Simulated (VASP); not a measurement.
These are PBEsol GGA, VASP's PBE PAW potentials (set 64) (plane waves; VASP) values and carry that method's errors.

VASP input:

**INCAR**
```
ALGO=Normal
EDIFF=1E-6
EDIFFG=-0.02
ENCUT=500
GGA=PS
IBRION=2
ISIF=3
ISMEAR=1
ISPIN=2
LASPH=.TRUE.
LCHARG=.FALSE.
LMAXMIX=4
LORBIT=10
LREAL=.FALSE.
LWAVE=.FALSE.
MAGMOM=2*1.6
NELM=100
NSW=40
PREC=Accurate
PSTRESS=450
SIGMA=0.1
SYSTEM=Co
```

KPOINTS:
```
K-points
0
G
17 17 10
0 0 0
```

File POSCAR:
```
Co
1
    1.1875688036    -2.0569297457     0.0000000000
    1.1875688036     2.0569297457     0.0000000000
   -0.0000000000     0.0000000000     3.8350287892
Co
2
Direct
  0.3333330000   0.6666670000   0.2500000000
  0.6666670000   0.3333330000   0.7500000000
```

POTCAR, in this order: Co (PBE.64 set). Program: vasp_std.

What will the output report for the number of irreducible k-points (NKPTS), largest plane-wave count, number of space-group operations, FFT grid (NGX, NGY, NGZ)?

number of irreducible k-points (NKPTS): 198
largest plane-wave count: 494
number of space-group operations: 24
FFT grid (NGX, NGY, NGZ): 18 × 18 × 28

The compound is Co in the hcp structure. This run relaxes it under an external pressure of 45 GPa. Symmetry was kept, so distortions that lower it aren't found.
